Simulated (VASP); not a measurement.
Computed with LDA (Ceperley-Alder, Perdew-Zunger), VASP's LDA PAW potentials (set 64) (plane waves; VASP 6.6.1).

VASP ran on this input.

INCAR:
```
SYSTEM  =  SrTiO3
PREC  =  Accurate; ENCUT  =  620; LREAL  =  .False.
LASPH  =  .True.
EDIFF  =  1E-6; NELM  =  100; ALGO  =  Normal
LMAXMIX  =  4
ISMEAR  =  0; SIGMA  =  0.05
IBRION  =  2; NSW  =  40; ISIF  =  3
EDIFFG  =  -0.02; PSTRESS  =  50
LWAVE  =  .False.; LCHARG  =  .False.
```

### KPOINTS
```
K-points
0
G
 6 6 6
```

**POSCAR**
```
SrTiO3
1.0
  3.8596056752   0.0000000000   0.0000000000
  0.0000000000   3.8596056752   0.0000000000
  0.0000000000   0.0000000000   3.8596056752
Sr Ti O
1 1 3
Cart
  0.0000000000   0.0000000000   0.0000000000
  1.9298028376   1.9298028376   1.9298028376
  1.9298028376   0.0000000000   1.9298028376
  0.0000000000   1.9298028376   1.9298028376
  1.9298028376   1.9298028376   0.0000000000
```

POTCAR, in this order: Sr_sv Ti_sv O (LDA.64 set). Program: vasp_std.

Energy and stress use the plane-wave basis of the starting cell.

Task: Predict the energy per atom (σ→0), volume per atom, band gap (on the k-mesh).

Result: 
The energy per atom (σ→0) is -8.833 eV/atom, the band gap (on the k-mesh) comes out as 1.85 eV and the volume per atom is 11.23 Å³/atom.

### OSZICAR
```
...
DAV:   4    -0.441631491080E+02   -0.16207E-02   -0.47566E-02  1344   0.119E+00    0.679E-01
DAV:   5    -0.441641503999E+02   -0.10013E-02   -0.44392E-03  1608   0.612E-01    0.506E-01
DAV:   6    -0.441657198938E+02   -0.15695E-02   -0.34605E-03  1216   0.349E-01    0.167E-01
DAV:   7    -0.441661691205E+02   -0.44923E-03   -0.11766E-03  1560   0.175E-01    0.513E-02
DAV:   8    -0.441662156934E+02   -0.46573E-04   -0.67268E-05  1168   0.683E-02    0.144E-02
DAV:   9    -0.441662241575E+02   -0.84641E-05   -0.51839E-05  1416   0.494E-02    0.486E-03
DAV:  10    -0.441662248780E+02   -0.72051E-06   -0.60397E-06   920   0.175E-02
   3 F= -.42413571E+02 E0= -.42413571E+02  d E =-.214799E-01
```

The compound is SrTiO3 in the cubic perovskite structure, the ideal cubic form; the compound distorts at low or room temperature. This run relaxes it under an external pressure of 5 GPa. Symmetry was kept, so distortions that lower it aren't found.
